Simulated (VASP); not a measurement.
An input for Quantum ESPRESSO's pw.x (written as the equivalent of a VASP run, and not itself run):

```
&CONTROL
  calculation = 'vc-relax'
  pseudo_dir = './pseudo'
  outdir = './out'
  tprnfor = .true.
  tstress = .true.
  nstep = 30
  forc_conv_thr = 0.00039
/
&SYSTEM
  ibrav = 0
  nat = 6
  ntyp = 2
  ecutwfc = 84
  occupations = 'smearing'
  smearing = 'gaussian'
  degauss = 0.003675
  input_dft = 'pw91'
/
&ELECTRONS
  conv_thr = 7.3e-09
  electron_maxstep = 100
/
&IONS
/
&CELL
  cell_dofree = 'shape'
/
ATOMIC_SPECIES
  Zn 65.380 Zn.upf
  F 18.998 F.upf
CELL_PARAMETERS angstrom
     4.7909315    0.0000000    0.0000000
     0.0000000    4.7909315    0.0000000
     0.0000000    0.0000000    3.1783091
ATOMIC_POSITIONS crystal
  Zn   0.0000000  1.0000000  0.0000000
  Zn   0.5000000  0.5000000  0.5000000
  F    0.3041468  0.3041468  0.0000000
  F    0.8041468  0.1958532  0.5000000
  F    0.1958532  0.8041468  0.5000000
  F    0.6958532  0.6958532  0.0000000
K_POINTS automatic
  5 5 7 0 0 0
```

Task: Write the VASP files for the same calculation (PW91).

Result: One answer among several that fit: 
### KPOINTS
```
Automatic mesh
0
Gamma
5 5 7
0 0 0
```

POSCAR:
```
ZnF2
1
    4.7909315123     0.0000000000     0.0000000000
    0.0000000000     4.7909315123     0.0000000000
    0.0000000000     0.0000000000     3.1783091087
Zn F
2 4
Direct
  0.0000000000   1.0000000000   0.0000000000
  0.5000000000   0.5000000000   0.5000000000
  0.3041467770   0.3041467770   0.0000000000
  0.8041467770   0.1958532230   0.5000000000
  0.1958532230   0.8041467770   0.5000000000
  0.6958532230   0.6958532230   0.0000000000
```

### INCAR
```
# general
SYSTEM   =  ZnF2
PREC     =  Accurate
ENCUT    =  520   # plane-wave cut-off (eV)
LREAL    =  .FALSE.   # projection in real space or not
LASPH    =  .TRUE.   # aspherical one-centre terms

# electronic loop
EDIFF    =  1E-7   # SCF stop (eV)
NELM     =  100   # most electronic steps
ALGO     =  Normal
LMAXMIX  =  4   # l cut-off of mixed one-centre charges

# smearing
ISMEAR   =  0   # Gaussian
SIGMA    =  0.05   # width (eV)

# functional
GGA      =  91

# ions
IBRION   =  2   # conjugate gradients
NSW      =  30
ISIF     =  4
EDIFFG   =  -0.01   # ionic stop

# output
LWAVE    =  .FALSE.
LCHARG   =  .FALSE.
```

POTCAR, in this order: Zn F (PBE.64 set). Program: vasp_std.

The two are equivalent in intent, not identical: the potentials are each code's own (VASP's PAW set, PseudoDojo norm-conserving files in pw.x), so ENCUT and ecutwfc are chosen apart and not converted; conv_thr bounds pw.x's estimated SCF error, while EDIFF bounds the energy change between steps; forc_conv_thr acts on force components and is met together with etot_conv_thr.

The compound is ZnF2 in the rutile structure. It was relaxed first, which changed the volume by +6 %.
